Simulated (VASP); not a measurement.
Here is the system:

```xyz
6
Lattice="4.0181 0.0000 0.0000 0.0000 4.0181 0.0000 0.0000 0.0000 9.0856" Properties=species:S:1:pos:R:3 pbc="T T T"
Ca     0.0000     2.0090     1.2217
Ca     2.0090     0.0000     7.8639
H      2.0090     2.0090     9.0856
H      0.0000     0.0000     9.0856
I      4.0181     2.0090     6.2773
I      2.0090     0.0000     2.8083
```

All values below come from r2SCAN meta-GGA, VASP's PBE PAW potentials (set 64) (plane waves; VASP). Numerical set-up: 400 eV cut-off, 6×6×3 Γ-centred mesh, tetrahedra with Blöchl corrections, potentials Ca_sv H I.

Unless said otherwise, spin-orbit coupling is left out, though it shifts the bands of the heavy elements here.

Question: Give the energies of bands 11 to 21 at the high-symmetry points, in eV from the valence-band maximum.

Answer: 
```csv
band,Γ,X,M,Z,R,A
11,-4.11,-3.21,-2.63,-3.93,-3.33,-2.54
12,-1.43,-3.21,-2.63,-2.36,-3.33,-2.54
13,-1.00,-2.20,-2.23,-0.96,-1.80,-2.39
14,-0.96,-2.20,-2.23,-0.58,-1.80,-2.39
15,-0.56,-0.58,-1.60,-0.58,-0.96,-1.52
16,-0.56,-0.58,-1.60,-0.35,-0.96,-1.52
17,-0.37,-0.30,-1.25,-0.35,-0.30,-1.27
18,-0.37,-0.30,-1.25,0.00,-0.30,-1.27
19,4.09,4.38,3.85,4.05,4.73,4.44
20,4.52,4.38,3.85,4.56,4.73,4.44
21,5.13,5.15,6.00,5.13,5.21,5.15
```

The gap is indirect, 3.85 eV, from the valence maximum at Z to the conduction minimum at M.

The structure comes from a computed database's CaHI entry (P4/nmm); how it stands against other phases isn't given here. It was relaxed first.
